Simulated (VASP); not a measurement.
All values below come from PBE GGA with D3 dispersion (Becke-Johnson damping), VASP's PBE PAW potentials (set 64) (plane waves; VASP).

The input files of a VASP run:

### INCAR
```
! general
SYSTEM = KF
PREC   = Accurate
ENCUT  = 520
LREAL  = F
LASPH  = T   ! aspherical one-centre terms

! electronic loop
EDIFF  = 1E-7
NELM   = 100
ALGO   = Normal

! smearing
ISMEAR = 0   ! Gaussian
SIGMA  = 0.05

! functional
GGA    = PE
IVDW   = 12   ! D3, Becke-Johnson

! ions
ISIF   = 2

! output
LWAVE  = F
LCHARG = F
```

**KPOINTS**
```
K-points
0
Gamma
9 9 9
0 0 0
```

POSCAR:
```
KF
3.7830210
  0.0000000000   0.7071068334   0.7071068334
  0.7071068334   0.0000000000   0.7071068334
  0.7071068334   0.7071068334   0.0000000000
K F
1 1
Cart
  0.0000000000   0.0000000000   0.0000000000
  0.7071068334   0.7071068334   0.7071068334
```

POTCAR, in this order: K_sv F (PBE.64 set). Program: vasp_std.

Output

### OSZICAR
```
       N       E                     dE             d eps       ncg     rms          rms(c)
DAV:   1     0.116321450156E+03    0.11632E+03   -0.85299E+03   840   0.129E+03
DAV:   2    -0.447463189554E+01   -0.12080E+03   -0.11131E+03  1056   0.330E+02
DAV:   3    -0.941434147977E+01   -0.49397E+01   -0.49177E+01  1068   0.637E+01
DAV:   4    -0.955414273045E+01   -0.13980E+00   -0.13967E+00  1272   0.941E+00
DAV:   5    -0.955587189991E+01   -0.17292E-02   -0.17291E-02  1064   0.112E+00    0.632E+00
DAV:   6    -0.831816772001E+01    0.12377E+01   -0.43723E+00   908   0.184E+01    0.382E+00
DAV:   7    -0.829175996681E+01    0.26408E-01   -0.12276E-01  1124   0.314E+00    0.231E+00
DAV:   8    -0.828912698699E+01    0.26330E-02   -0.55272E-02   912   0.278E+00    0.206E-01
DAV:   9    -0.829074263825E+01   -0.16157E-02   -0.65964E-03  1140   0.674E-01    0.121E-01
DAV:  10    -0.829130350155E+01   -0.56086E-03   -0.10046E-03   932   0.315E-01    0.594E-02
DAV:  11    -0.829141857366E+01   -0.11507E-03   -0.38691E-04   924   0.161E-01    0.217E-02
DAV:  12    -0.829140836769E+01    0.10206E-04   -0.71865E-05  1076   0.716E-02    0.694E-03
DAV:  13    -0.829140800265E+01    0.36504E-06   -0.51919E-06   900   0.228E-02    0.234E-03
DAV:  14    -0.829140803331E+01   -0.30664E-07   -0.38635E-07  1064   0.581E-03
   1 F= -.86067433E+01 E0= -.86067433E+01  d E =-.270364E-19
```

### OUTCAR
```
------------------------ aborting loop because EDIFF is reached ----------------------------------------
 Edisp (eV)   -0.31534
  FORCE on cell =-STRESS in cart. coord.  units (eV):
  Direction    XX          YY          ZZ          XY          YZ          ZX
  --------------------------------------------------------------------------------------
  Total      -0.00667    -0.00667    -0.00667     0.00000    -0.00000    -0.00000
  in kB      -0.27932    -0.27932    -0.27932     0.00000    -0.00000    -0.00000
  external pressure =       -0.28 kB  Pullay stress =        0.00 kB
  volume of cell :       38.28
      direct lattice vectors                 reciprocal lattice vectors
     0.000000000  2.675000000  2.675000000    -0.186915888  0.186915888  0.186915888
     2.675000000  0.000000000  2.675000000     0.186915888 -0.186915888  0.186915888
     2.675000000  2.675000000  0.000000000     0.186915888  0.186915888 -0.186915888
  FREE ENERGIE OF THE ION-ELECTRON SYSTEM (eV)
  ---------------------------------------------------
  free  energy   TOTEN  =        -8.6067433115 eV

  energy  without entropy=       -8.6067433115  energy(sigma->0) =       -8.60674331
```
(Selected blocks of OUTCAR.)

File OUTCAR:
```
 val. band max:       -2.8138641540   @ k =   0.0000   0.0000   0.0000

 cond. band min:       3.3333524882   @ k =   0.0000   0.0000   0.0000


 Fermi energy:        -2.5134983710

 k-point     1 :       0.0000    0.0000    0.0000
  band No.  band energies     occupation
      1     -28.9613      2.00000
      2     -21.4675      2.00000
      3     -12.2143      2.00000
      4     -12.2143      2.00000
      5     -12.2143      2.00000
      6      -2.8139      2.00000
      7      -2.8139      2.00000
      8      -2.8139      2.00000
      9       3.3334      0.00000
     10       7.8555      0.00000
     11       7.8555      0.00000
     12       7.8555      0.00000

 k-point     2 :       0.1111    0.0000    0.0000
  band No.  band energies     occupation
      1     -28.9505      2.00000
      2     -21.4782      2.00000
      3     -12.2467      2.00000
      4     -12.2187      2.00000
      5     -12.2187      2.00000
      6      -2.9261      2.00000
      7      -2.8556      2.00000
      8      -2.8556      2.00000
      9       3.6777      0.00000
     10       7.6520      0.00000
     11       8.0219      0.00000
     12       8.0219      0.00000

 k-point     3 :       0.2222    0.0000    0.0000
  band No.  band energies     occupation
      1     -28.9231      2.00000
      2     -21.5035      2.00000
      3     -12.3281      2.00000
      4     -12.2296      2.00000
      5     -12.2296      2.00000
      6      -3.1806      2.00000
      7      -2.9594      2.00000
      8      -2.9594      2.00000
      9       4.5716      0.00000
     10       7.3199      0.00000
     11       8.4540      0.00000
     12       8.4540      0.00000

 k-point     4 :       0.3333    0.0000    0.0000
  band No.  band energies     occupation
      1     -28.8916      2.00000
      2     -21.5325      2.00000
      3     -12.4195      2.00000
      4     -12.2418      2.00000
      5     -12.2418      2.00000
      6      -3.4329      2.00000
...
```

The compound is KF in the rock salt structure. The cell was not relaxed at this level.
